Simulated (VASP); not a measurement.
Given:

```cif
data_C4Ti4
_chemical_formula_sum 'Ti4 C4'
_space_group_name_H-M_alt 'Fm-3m'
_space_group_IT_number 225
_space_group_name_Hall '-F 4 2 3'
_cell_length_a 4.33597
_cell_length_b 4.33597
_cell_length_c 4.33597
_cell_angle_alpha 90.000
_cell_angle_beta 90.000
_cell_angle_gamma 90.000
loop_
_atom_site_label
_atom_site_type_symbol
_atom_site_symmetry_multiplicity
_atom_site_Wyckoff_symbol
_atom_site_fract_x
_atom_site_fract_y
_atom_site_fract_z
_atom_site_occupancy
Ti1 Ti 4 a 0.00000 0.00000 0.00000 1
C1 C 4 b 0.50000 0.50000 0.50000 1
```
(The calculation used a cell of 2 atoms; values per cell refer to that cell.)

The numbers are results of TPSS meta-GGA, VASP's PBE PAW potentials (set 64) (plane waves; VASP), not measurements. Run with 520 eV cut-off, 14×14×14 Γ-centred mesh, first-order Methfessel-Paxton smearing of 0.10 eV, potentials Ti_sv C.

### Question
Give the energy at these volumes per atom, relative to the lowest: 9.56, 9.86, 10.17, 10.47, 10.78 Å³.

### Answer
34.2, 8.6, 0.0, 5.9, 24.3 meV/atom. A third-order Birch-Murnaghan fit gives B0 = 252 GPa and B0′ = 4.0.

Measured: a 4.330 Å (computed value off by +0.1 %), as given by Guo-Xu Zhang et al., New Journal of Physics (2018), doi:10.1088/1367-2630/aac7f0. The calculation is for a static lattice, while the measured a holds thermal and zero-point effects, which are part of the difference.

The compound is TiC in the rock salt structure. It was relaxed first.
